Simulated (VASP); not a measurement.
```
MgSe
1.0
    3.85242     0.00000     0.00000
    0.00000     5.44815     0.00000
    0.00000     0.00000    26.52472
Mg Se
6 6
Direct
  0.00000   0.00000   0.31845
  0.50000   0.50000   0.39107
  0.00000   0.00000   0.46369
  0.50000   0.50000   0.53631
  0.00000   0.00000   0.60893
  0.50000   0.50000   0.68155
  0.50000   0.00000   0.39107
  0.00000   0.50000   0.31845
  0.50000   0.00000   0.53631
  0.00000   0.50000   0.46369
  0.50000   0.00000   0.68155
  0.00000   0.50000   0.60893
```

Computed with PBEsol GGA, VASP's PBE PAW potentials (set 64) (plane waves; VASP). Run with PREC = Normal, EDIFF = 1E-5, 400 eV cut-off, 5×4×1 Γ-centred mesh, Gaussian smearing of 0.050 eV, potentials Mg Se.

### Question
The ions are relaxed. What does this cell relax into?

### Answer

```
MgSe
1.0
    3.85242     0.00000     0.00000
    0.00000     5.44815     0.00000
    0.00000     0.00000    26.52472
Mg Se
6 6
Cartesian
  0.00000   0.00000   8.75455
  1.92621   2.72407  10.12368
  0.00000   0.00000  12.46408
  1.92621   2.72407  14.06064
  0.00000   0.00000  16.40103
  1.92621   2.72407  17.77016
  1.92621   0.00000  10.44053
  0.00000   2.72407   8.33727
  1.92621   0.00000  14.28863
  0.00000   2.72407  12.23608
  1.92621   0.00000  18.18745
  0.00000   2.72407  16.08418
```

### Question
How much energy does the relaxation gain?

### Answer
The energy (σ→0) changes by -34.6 meV/atom, in 11 ionic steps.

```json
[
 {"step": "1", "E(σ→0) (eV)": "-46.0890", "max force (eV/Å)": "0.921", "pressure (GPa)": "-0.93", "volume (Å³)": "556.72"},
 {"step": "2", "E(σ→0) (eV)": "-46.2116", "max force (eV/Å)": "0.737", "pressure (GPa)": "-0.84", "volume (Å³)": "556.72"},
 {"step": "3", "E(σ→0) (eV)": "-46.3646", "max force (eV/Å)": "0.479", "pressure (GPa)": "-0.36", "volume (Å³)": "556.72"},
 {"step": "4", "E(σ→0) (eV)": "-46.3657", "max force (eV/Å)": "0.403", "pressure (GPa)": "-0.41", "volume (Å³)": "556.72"},
 {"step": "5", "E(σ→0) (eV)": "-46.4005", "max force (eV/Å)": "0.276", "pressure (GPa)": "-0.39", "volume (Å³)": "556.72"},
 {"step": "6", "E(σ→0) (eV)": "-46.4371", "max force (eV/Å)": "0.302", "pressure (GPa)": "-0.30", "volume (Å³)": "556.72"},
 {"step": "7", "E(σ→0) (eV)": "-46.4647", "max force (eV/Å)": "0.259", "pressure (GPa)": "-0.32", "volume (Å³)": "556.72"},
 {"step": "8", "E(σ→0) (eV)": "-46.4973", "max force (eV/Å)": "0.139", "pressure (GPa)": "-0.37", "volume (Å³)": "556.72"},
 {"step": "9", "E(σ→0) (eV)": "-46.5024", "max force (eV/Å)": "0.066", "pressure (GPa)": "-0.36", "volume (Å³)": "556.72"},
 {"step": "10", "E(σ→0) (eV)": "-46.5038", "max force (eV/Å)": "0.033", "pressure (GPa)": "-0.35", "volume (Å³)": "556.72"},
 {"step": "11", "E(σ→0) (eV)": "-46.5040", "max force (eV/Å)": "0.013", "pressure (GPa)": "-0.35", "volume (Å³)": "556.72"}
]
```

The cell is a thin slab with vacuum, built from MgSe (rock salt): (110) face.
